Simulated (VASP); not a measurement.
An input for Ansatz (written as the equivalent of a VASP run, and not itself run):

Ansatz 0.2 input:
```yaml
crystal:
  lattice:
    - [1.3581199, -2.3523332, 0.0000000]
    - [1.3581199, 2.3523332, 0.0000000]
    - [0.0000000, 0.0000000, 4.9411087]
  atoms:
    - { symbol: Zn, position: [0.3333330, 0.6666670, 0.2500000] }
    - { symbol: Zn, position: [0.6666670, 0.3333330, 0.7500000] }
kpoints:
  mp_grid: { grid: [14, 14, 7] }
hamiltonian:
  xc: rpbe
  pseudopotentials: { kind: paw }
scf:
  occupations: { method: methfessel_paxton, width: 0.1 }
  max_iter: 100
relax:
  max_steps: 60
  f_tol: 0.01
  cell: {}
output: { forces: true, stress: true, eigenvalues: true }
```

Write the VASP files for the same calculation (RPBE).

This is not unique; one that fits is 
INCAR:
```
! general
SYSTEM  = Zn
PREC    = Accurate
ENCUT   = 520
LREAL   = F   ! projection in real space or not
LASPH   = T   ! aspherical one-centre terms

! electronic loop
EDIFF   = 1E-6   ! SCF stop (eV)
NELM    = 100   ! most electronic steps
ALGO    = Normal
LMAXMIX = 4   ! l cut-off of mixed one-centre charges

! smearing
ISMEAR  = 1
SIGMA   = 0.1   ! width (eV)

! functional
GGA     = RP   ! RPBE

! ions
IBRION  = 2
NSW     = 60
ISIF    = 3
EDIFFG  = -0.01

! output
LWAVE   = F
LCHARG  = F
```

**KPOINTS**
```
kpoints
0
gamma
 14 14 7
0 0 0
```

File POSCAR:
```
Zn
1
    1.3581199326    -2.3523331790    -0.0000000000
    1.3581199326     2.3523331790    -0.0000000000
    0.0000000000    -0.0000000000     4.9411086517
Zn
2
Direct
  0.3333330000   0.6666670000   0.2500000000
  0.6666670000   0.3333330000   0.7500000000
```

POTCAR, in this order: Zn (PBE.64 set). Program: vasp_std.

What does not carry over: each code has its own PAW files, so the cut-off isn't converted (ENCUT is set for VASP's; basis.ecutwfc is left out, and Ansatz then takes the one that its files recommend); Ansatz stops its SCF on the density residual and VASP on the energy change (EDIFF).

The compound is Zn in the hcp structure. It was relaxed first. The start is the result of an earlier pass.
